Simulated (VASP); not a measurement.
Method: optB88-vdW, VASP's PBE PAW potentials (set 64) (plane waves; VASP).

VASP input:

POSCAR:
```
Lu
1
    1.7576972091    -3.0444209567     0.0000000000
    1.7576972091     3.0444209567     0.0000000000
    0.0000000000     0.0000000000     5.4640868022
Lu
2
Direct
  0.3333330000   0.6666670000   0.2500000000
  0.6666670000   0.3333330000   0.7500000000
```

### KPOINTS
```
Automatic mesh
0
Gamma
12 12 7
0 0 0
```

INCAR:
```
SYSTEM = Lu
PREC = Accurate
ENCUT = 520
EDIFF = 1E-7
NELM = 100
ALGO = Normal
LREAL = .FALSE.
LASPH = .TRUE.
ISMEAR = 1
SIGMA = 0.1
GGA = BO
PARAM1 = 0.1833333333
PARAM2 = 0.22
LUSE_VDW = .TRUE.
AGGAC = 0.0
LMAXMIX = 6
LWAVE = .FALSE.
LCHARG = .FALSE.
ISIF = 4
IBRION = 2
NSW = 30
EDIFFG = -0.01
```

POTCAR, in this order: Lu_3 (PBE.64 set). Program: vasp_std.

Output

**OSZICAR**
```
       N       E                     dE             d eps       ncg     rms          rms(c)
DAV:   1     0.515873648633E+02    0.51587E+02   -0.88233E+03  3480   0.151E+03
DAV:   2    -0.105634537876E+01   -0.52644E+02   -0.51220E+02  3351   0.732E+02
DAV:   3    -0.340134148567E+01   -0.23450E+01   -0.22368E+01  3522   0.656E+01
DAV:   4    -0.352537956385E+01   -0.12404E+00   -0.11526E+00  3651   0.957E+00
DAV:   5    -0.353246776439E+01   -0.70882E-02   -0.70652E-02  3375   0.188E+00    0.248E+01
DAV:   6    -0.354790913086E+01   -0.15441E-01   -0.26713E-02  3376   0.356E+00    0.148E+01
DAV:   7    -0.356589843526E+01   -0.17989E-01   -0.54665E-02  3295   0.518E+00    0.346E-01
DAV:   8    -0.356647716000E+01   -0.57872E-03   -0.36322E-03  3254   0.975E-01    0.777E-02
DAV:   9    -0.356657665147E+01   -0.99491E-04   -0.23375E-04  3375   0.192E-01    0.309E-02
DAV:  10    -0.356658729384E+01   -0.10642E-04   -0.34756E-05  3363   0.825E-02    0.442E-02
DAV:  11    -0.356658853365E+01   -0.12398E-05   -0.34193E-06  3188   0.216E-02    0.167E-03
DAV:  12    -0.356658877770E+01   -0.24405E-06   -0.15505E-07  2086   0.688E-03    0.241E-03
DAV:  13    -0.356658875816E+01    0.19538E-07   -0.38361E-08  1793   0.108E-02
   1 F= -.35665888E+01 E0= -.35661867E+01  d E =-.356659E+01
       N       E                     dE             d eps       ncg     rms          rms(c)
DAV:   1    -0.356669987438E+01   -0.11110E-03   -0.36149E-03  3126   0.861E-01    0.463E-02
DAV:   2    -0.356665049845E+01    0.49376E-04   -0.10718E-04  3324   0.160E-01    0.261E-02
DAV:   3    -0.356662457509E+01    0.25923E-04   -0.27791E-05  3817   0.691E-02    0.138E-02
DAV:   4    -0.356662461888E+01   -0.43793E-07   -0.34120E-06  3197   0.161E-02    0.546E-03
DAV:   5    -0.356662459051E+01    0.28369E-07   -0.72612E-08  1677   0.642E-03
   2 F= -.35666246E+01 E0= -.35662241E+01  d E =-.358323E-04
```

**OUTCAR**
```
------------------------ aborting loop because EDIFF is reached ----------------------------------------
  FORCE on cell =-STRESS in cart. coord.  units (eV):
  Direction    XX          YY          ZZ          XY          YZ          ZX
  --------------------------------------------------------------------------------------
  Total       -0.4466368     -0.4466368     -0.4705891      0.0000000     -0.0000000      0.0000000
  in kB      -12.2368236    -12.2368243    -12.8930629      0.0000000     -0.0000000      0.0000000
  external PRESSURE =     -12.4555703 kB  Pullay stress =       0.0000000 kB
  volume of cell :       58.48
      direct lattice vectors                 reciprocal lattice vectors
     1.758497974 -3.045807921 -0.000000000     0.284333566 -0.164160056 -0.000000000
     1.758497974  3.045807921 -0.000000000     0.284333566  0.164160056  0.000000000
     0.000000000 -0.000000000  5.459111588     0.000000000  0.000000000  0.183179989
 POSITION                                       TOTAL-FORCE (eV/Angst)
 -----------------------------------------------------------------------------------
      1.75850      1.01527      1.36478         0.000000      0.000000      0.000000
      1.75850     -1.01527      4.09433        -0.000000     -0.000000      0.000000
 -----------------------------------------------------------------------------------
    total drift:                               -0.000001      0.000070     -0.000012
  FREE ENERGIE OF THE ION-ELECTRON SYSTEM (eV)
  ---------------------------------------------------
  free  energy   TOTEN  =        -3.5666245905 eV

  energy  without entropy=       -3.5654231165  energy(sigma->0) =       -3.56622410

 reached required accuracy - stopping structural energy minimisation
```
(Selected blocks of OUTCAR.)

CONTCAR:
```
Lu
   1.00000000000000
     1.7584979744205695   -3.0458079211472562   -0.0000000000000000
     1.7584979744205695    3.0458079211472562   -0.0000000000000000
     0.0000000000000000   -0.0000000000000000    5.4591115878917380
  Lu
     2
Direct
     0.3333330000000032    0.6666669999999968    0.2500000000000000
     0.6666669999999968    0.3333330000000032    0.7500000000000000
```

The compound is Lu in the hcp structure. This cell is one point of a volume scan, at 1.03 of the reference volume. Symmetry was kept, so distortions that lower it aren't found.
